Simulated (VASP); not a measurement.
```
Co
1.0
    1.21215    -2.09950     0.00000
    1.21215     2.09950     0.00000
    0.00000     0.00000     3.90891
Co
2
Direct
  0.33333   0.66667   0.25000
  0.66667   0.33333   0.75000
```
Starting moments (μB, in the order of the record's atoms Co Co): 1.5 1.5.

Method: LDA (Ceperley-Alder, Perdew-Zunger), VASP's LDA PAW potentials (set 64) (plane waves; VASP 6.6.1). Run with 500 eV cut-off, 17×17×9 Γ-centred mesh, first-order Methfessel-Paxton smearing of 0.10 eV, potentials Co.

Problem. Estimate the cell moment, energy per atom (σ→0), band gap (on the k-mesh) with the smallest direct gap where there is one.

Solution. 
| Quantity | Value |
|---|---|
| band gap (on the k-mesh) | none (metal, semimetal or under 0.01 eV) |
| cell moment | 2.94 μB |
| energy per atom (σ→0) | -8.126 eV/atom |

Problem. Give the moment on each site (PAW-sphere projection).

Solution. 
| site | moment (μB) |
|---|---|
| Co1 | 1.46 |
| Co2 | 1.46 |

Total energies compare only between runs with the same potentials, cut-off and functional.

The compound is Co in the hcp structure. It was relaxed first, which changed the volume by -10 %.
